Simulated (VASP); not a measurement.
# Smearing width and scheme in bcc Mo at LDA: drift of free energy, extrapolated energy and pressure on a 9×9×9 mesh

Molybdenum bonds through a roughly half-filled d band, and in the bcc structure its Fermi level lies in a valley of the density of states between bonding and antibonding d states. Bands still cross that level, so a calculation on a finite k mesh needs smeared occupations, and the smearing changes the energy and the pressure. The question is how far each drifts with the width under Fermi-Dirac and first-order Methfessel-Paxton smearing. This matters for elastic constants, defect energies and equations of state of refractory metals, which rest on small differences. Cell and atoms are held fixed, the functional is LDA, and every error is counted from the Fermi-Dirac run at 0.01 eV, not from experiment or a converged mesh.

## Systems and settings

One crystal without a Kohn-Sham gap, Mo (bcc) (known phase), at LDA; single-point runs at fixed cell and atoms on one k mesh (9×9×9), only the smearing changed. Program: VASP 6.6.1, plane waves and PAW (data sets made for PBE of release 64), scalar-relativistic without spin-orbit coupling, no spin polarisation. Cutoff 400 eV; on the k meshes the divisions times the cell-vector length are 24 Å or more.

Notes on method and selection:

- For Gaussian or Fermi-Dirac smearing the free energy falls as σ² times the density of states at the Fermi level; Methfessel-Paxton schemes cancel the leading order.
- At the smallest widths the mesh is too coarse for the step in the occupations, so the reference carries its own sampling error.
- Runs that did not converge, have known faults or may not be shown are not listed, and runs on Ansatz's PAW sets soft_1 and soft_2 are kept to separate tables.

Columns:

- width (eV): smearing width SIGMA.
- free-energy error (meV/atom): free energy per atom minus that of the run with Fermi-Dirac smearing of 0.01 eV.
- energy error (meV/atom): energy per atom, extrapolated to zero smearing as the program prints it, minus that of the run with Fermi-Dirac smearing of 0.01 eV.
- pressure error (GPa): pressure minus that of the run with Fermi-Dirac smearing of 0.01 eV, compression positive.
- smearing term (meV/atom): free energy minus the extrapolated energy, per atom.

Input lines of one member:

```
PREC = Accurate
ENCUT = 400
EDIFF = 1E-06
NELM = 100
ISMEAR = -1
SIGMA = 0.01
LREAL = .FALSE.
ALGO = Normal
GGA = CA
NBANDS = 13
LORBIT = 11
ISIF = 2
```

Command (options for logging and memory left out): `vasp_std`

## The series

| member | scheme | width (eV) | free-energy error (meV/atom) | energy error (meV/atom) | pressure error (GPa) | smearing term (meV/atom) |
| --- | --- | --- | --- | --- | --- | --- |
| σ = 0.01 eV | Fermi-Dirac | 0.01 | 0.000 | 0.000 | 0.000 | −0.20 |
| σ = 0.05 eV | Fermi-Dirac | 0.05 | −3.050 | −0.648 | 0.111 | −2.61 |
| σ = 0.1 eV | Fermi-Dirac | 0.10 | −10.168 | −1.078 | 0.279 | −9.29 |
| σ = 0.2 eV | Fermi-Dirac | 0.20 | ? | ? | ? | ? |
| σ = 0.5 eV | Fermi-Dirac | 0.50 | −305.319 | 52.645 | 4.165 | −358.17 |
| σ = 0.01 eV | Methfessel-Paxton, first order | 0.01 | 0.323 | 0.145 | 0.000 | −0.03 |
| σ = 0.05 eV | Methfessel-Paxton, first order | 0.05 | 0.119 | −0.108 | −0.026 | 0.02 |
| σ = 0.1 eV | Methfessel-Paxton, first order | 0.10 | −0.059 | 0.039 | 0.037 | −0.30 |
| σ = 0.2 eV | Methfessel-Paxton, first order | 0.20 | −0.830 | −0.837 | 0.045 | −0.20 |
| σ = 0.5 eV | Methfessel-Paxton, first order | 0.50 | 0.951 | −2.919 | 0.292 | 3.67 |

Cells marked ? are withheld until the estimate has been made.

## What drives the series

With Fermi-Dirac smearing the free energy falls roughly as the square of the width. The leading term is F(σ) − F(0) = −(π²/6) D σ², with D the density of states at the Fermi level for both spins. Between 0.05 and 0.1 eV the slope against σ² is (−10.168 + 3.050) / (0.10 × 0.10 − 0.05 × 0.05) = −949 meV/eV² per atom, which corresponds to D of about 0.58 states per eV and atom. Between 0.1 and 0.5 eV it steepens to (−305.319 + 10.168) / (0.25 − 0.01) = −1230 meV/eV². A wide thermal window reaching the denser states on the sides of the valley would have this effect.

Extrapolation to zero smearing removes the σ² term. At 0.1 eV it cuts the error from −10.168 to −1.078 meV/atom, but at 0.5 eV it leaves +52.645 meV/atom, because higher orders survive and enter with the opposite sign.

First-order Methfessel-Paxton smearing cancels the leading term in the free energy itself, which stays within 1 meV/atom of the reference in all five runs. At 0.5 eV its extrapolated energy is the worse of the two, at −2.919 against 0.951 meV/atom. The schemes already differ by 0.323 meV/atom in free energy at 0.01 eV, where the mesh is too coarse for the sharp step in occupation, so sub-meV changes of sign carry no physical meaning.

The pressure error at 0.5 eV is 4.165 GPa with Fermi-Dirac and 0.292 GPa with Methfessel-Paxton smearing. The positive sign is expected if expansion narrows the d band and raises D: the electronic free energy then falls with volume and pushes the crystal outwards.

These small Methfessel-Paxton drifts describe the listed runs only. A further smearing run on this crystal, not listed, has a pressure clearly different from the reference, and in a separate mesh series the pressure varies by more than it does here between widths.

## Blind estimate

Plain estimates from the members shown:

- σ = 0.2 eV (Fermi-Dirac), straight-line interpolation between σ = 0.1 eV and σ = 0.5 eV: w = (0.20 − 0.10) / (0.50 − 0.10) = 0.250, so −10.168 + 0.250 × (−305.319 − (−10.168)) = −83.956 meV/atom
- σ = 0.2 eV (Fermi-Dirac), from its own Methfessel-Paxton, first order value plus the mean shift Fermi-Dirac − Methfessel-Paxton, first order over the other 4 members (−79.968, standard deviation 131): −0.830 − 79.968 = −80.798 meV/atom

Neither plain estimate suits a quadratic law. The straight line in σ cuts across a strongly curved function, and the mean shift between schemes is dominated by the 0.5 eV pair.

The smearing term supplies what is missing. For Fermi-Dirac occupations σ = kT, and the term equals −TS/2. Since dF/dT = −S, the slope of F against x = σ² is −TS/(2σ²), which is the smearing term divided by σ². The slopes are −9.29 / 0.01 = −929 meV/eV² at 0.1 eV and −358.17 / 0.25 = −1432.7 meV/eV² at 0.5 eV.

A cubic in x that matches both values and both slopes is evaluated at x = 0.04, a fraction 0.03 / 0.24 = 0.125 of the interval. The upper value has the weight 0.125 × 0.125 × (3 − 2 × 0.125) = 0.0430 and the lower one 1 − 0.0430 = 0.9570. With 1 − 0.125 = 0.875, the lower slope has the weight 0.125 × 0.875 × 0.875 = 0.0957 and the upper one, taken with a minus sign, 0.125 × 0.125 × 0.875 = 0.0137; both are multiplied by the length of the interval, 0.24 eV²:

0.9570 × (−10.168) + 0.0430 × (−305.319) + 0.24 × [0.0957 × (−929) − 0.0137 × (−1432.7)] = −39.5 meV/atom.

The same construction from the 0.05 and 0.5 eV runs, tried at 0.1 eV, lands about 0.7 meV/atom below the tabulated −10.168.

The other uncertainty is how the slope changes just above 0.1 eV. Holding it at −929 would give −10.168 − 929 × 0.03 = −38.0 meV/atom, which differs from the cubic by 39.5 − 38.0 = 1.5 meV/atom. Taking that whole difference as uncertain and adding the test miss in quadrature gives √(0.7² + 1.5²) = 1.7 meV/atom.

**Committed estimate, σ = 0.2 eV (Fermi-Dirac): free-energy error = −39.5 ± 1.7 meV/atom.**

## Check

| member | scheme | width (eV) | free-energy error (meV/atom) | energy error (meV/atom) | pressure error (GPa) | smearing term (meV/atom) |
| --- | --- | --- | --- | --- | --- | --- |
| σ = 0.2 eV | Fermi-Dirac | 0.20 | −39.174 | 1.337 | 0.610 | −40.71 |

| member | estimate | free-energy error (meV/atom) | computed | estimate − computed | miss in error bars |
| --- | --- | --- | --- | --- | --- |
| σ = 0.2 eV (Fermi-Dirac) | committed | −39.500 | −39.174 | −0.326 | 0.2 |
| σ = 0.2 eV (Fermi-Dirac) | interpolation | −83.956 | −39.174 | −44.782 |  |
| σ = 0.2 eV (Fermi-Dirac) | shift from Methfessel-Paxton, first order | −80.798 | −39.174 | −41.624 |  |

The estimate of −39.5 meV/atom lies 0.3 from the computed −39.174, well inside its error bar of 1.7. The plain estimates miss by 44.8 and 41.6 meV/atom, the first because it is linear in σ, the second because the 0.5 eV pair dominates its mean shift.

Using the smearing term as the slope of the free energy against σ² held. The simpler constant slope from 0.1 eV, which gives −38.0, misses by only about 1 meV/atom, so this one member cannot establish an advantage of the cubic over it.

The new run does not mark a width at which the quadratic law starts to fail. Between runs the slope is (−39.174 + 10.168) / 0.03 = −967 meV/eV² from 0.1 to 0.2 eV and (−305.319 + 39.174) / 0.21 = −1267 meV/eV² from 0.2 to 0.5 eV. The local slope, the smearing term divided by σ², goes from −929 at 0.1 eV through −40.71 / 0.04 = −1018 at 0.2 eV to −1433 at 0.5 eV. The larger part of this change lies above 0.2 eV, but that interval is seven times as long in σ². Per unit of σ² the slope steepens faster below 0.2 eV, by (1018 − 929) / 0.03 = 2967 meV/eV⁴ against (1433 − 1018) / 0.21 = 1976 meV/eV⁴ above. Denser d states beside the valley remain a possible cause of the steepening, which these runs do not test.

Nor does the slope settle to a constant at small widths. From 0.01 to 0.05 eV it is −3.050 / (0.05 × 0.05 − 0.01 × 0.01) = −1271 meV/eV², as steep as above 0.2 eV, before it drops to −949 between 0.05 and 0.1 eV. The D of 0.58 states per eV and atom that I gave earlier rests on that second interval alone, and the first would give a clearly larger one. A 9×9×9 mesh samples so narrow a window coarsely, so neither value can be taken as the density of states of the crystal.

## Outliers

The Fermi-Dirac run at 0.5 eV stands far from all others, with errors of −305.319 meV/atom in free energy, +52.645 meV/atom in extrapolated energy and +4.165 GPa in pressure. How much of the free-energy error is the plain σ² term depends on the slope taken for it. The −967 meV/eV² found between 0.1 and 0.2 eV would give −967 × 0.25 = −242 meV/atom, but the steeper slope between 0.01 and 0.05 eV would give more than the whole error. Higher orders do take part, since the local slope still steepens between 0.2 and 0.5 eV, but their share is not fixed by these runs. A σ⁴ term that lowers the free energy raises the extrapolated energy, because the extrapolation then removes too much of the negative entropy term, and this agrees with the positive sign found.

The Methfessel-Paxton run at 0.5 eV departs much less. Its extrapolated energy is off by −2.919 meV/atom and its smearing term is +3.67 meV/atom, while the other four runs of that scheme have terms between −0.30 and +0.02. First-order Methfessel-Paxton smearing removes the σ² term but not the higher ones, which grow once the width is comparable with the structure in the density of states.

## Conclusions and limits

On this mesh, Methfessel-Paxton widths from 0.05 to 0.2 eV keep the free energy within 0.9 meV/atom and the pressure within 0.05 GPa of the reference. With Fermi-Dirac smearing the extrapolated energy stays within 1.4 meV/atom up to 0.2 eV, but the pressure is already off by 0.610 GPa there. In the two cases tried, at 0.1 and 0.2 eV, a Fermi-Dirac free energy was recovered to within 1 meV/atom from runs at a smaller and a larger width and their smearing terms. The slopes on this one mesh fix neither the density of states at the Fermi level nor a width up to which the quadratic law holds.

Smearing errors cancel between two structures only if their densities of states at the Fermi level agree. At 0.2 eV a difference of 10 % leaves about 0.10 × 39.174 = 3.9 meV/atom in a Fermi-Dirac free-energy difference.

The absolute pressure also depends on the functional. LDA usually makes transition-metal lattices too short, so at the measured volume it tends to give too low a pressure, and a better choice of smearing does not remove that error.

[Logs are printed without paths, hosts, clocks, repeated set-up lines and the standing remarks that a program may print on its own settings, such as how far it seeks lower states.]
